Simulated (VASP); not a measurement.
**SrB under changes of volume**

One of the cells (21.883 Å³/atom); the others are scaled copies at fixed shape and fractional positions:

```
Sr B
1.0
     3.52411    0.00000    0.00000
     0.00000    3.52411    0.00000
     0.00000    0.00000    3.52411
Sr B
1 1
Direct
  0.50000 0.50000 0.50000
  0.00000 0.00000 0.00000
```

The cell was built by a generator and needn't be a form met in nature.

* Program: VASP 6.6.1
* Functional: PBE
* Potentials or basis: VASP PAW PBE potentials, release 64 (Sr_sv, B)
* Cutoff: 520 eV
* k mesh: 8 × 8 × 8
* Occupations: fermi-dirac, width 0.05 eV
* Spin: no spin polarisation

```csv
volume (Å³/atom),energy over the lowest point (meV/atom),pressure (GPa)
20.167,12.41,3.4
20.596,5.06,2.2
21.025,0.73,1.1
21.883,0.00,-0.7
22.313,?,?
22.742,8.20,-2.2
```

**Question.** What does the run at 22.313 Å³/atom give?

**Answer.** Energy over the lowest point 3.10 meV/atom; pressure -1.5 GPa.

Worked out: A Birch-Murnaghan fit of order 3 (a polynomial in V^(-2/3)) to the other rows has its minimum at 21.51 Å³/atom with B0 = V·E''(V) = 45 GPa and B' = 4.1. It gives 3.10 meV/atom at 22.313 Å³/atom, against the run's 3.10, and -dE/dV = -1.5 GPa, against -1.5.

Energies are extrapolated to zero smearing.
